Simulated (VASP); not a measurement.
Data:

```yaml
crystal:
  lattice:
    - [2.90576, 0.00000, 0.00000]
    - [-1.45288, 2.51646, 0.00000]
    - [0.00000, 0.00000, 13.12780]
  atoms:
    - { symbol: Al, position: [0.33333, 0.66667, 0.75000] }
    - { symbol: Al, position: [0.66667, 0.33333, 0.25000] }
    - { symbol: V, position: [0.33333, 0.66667, 0.08542] }
    - { symbol: V, position: [0.66667, 0.33333, 0.58542] }
    - { symbol: V, position: [0.66667, 0.33333, 0.91458] }
    - { symbol: V, position: [0.33333, 0.66667, 0.41458] }
    - { symbol: C, position: [0.00000, 0.00000, 0.00000] }
    - { symbol: C, position: [0.00000, 0.00000, 0.50000] }
```

All values below come from PBE GGA, VASP's PBE PAW potentials (set 64) (plane waves; VASP). Numerical set-up: 500 eV cut-off, 8×8×2 Γ-centred mesh, Gaussian smearing of 0.050 eV, potentials Al V_sv C.

**Question.** What does the run give for the energy per atom (σ→0), largest force, band gap (on the k-mesh) with the smallest direct gap where there is one?

**Answer.** 
The band gap (on the k-mesh) is none (metal, semimetal or under 0.01 eV) and the energy per atom (σ→0) comes out as -8.263 eV/atom. The largest force is 0.242 eV/Å.

The structure was generated: AlV2C was put into the MAX-211 type (P6_3/mmc), which need not be its known phase. It was relaxed first, which changed the volume by +5 %. The k-mesh is coarse (spacing up to 0.31 per Å, 2π included), so the numbers may not be converged in it. The run is not spin-polarised, so no magnetic state was tried.
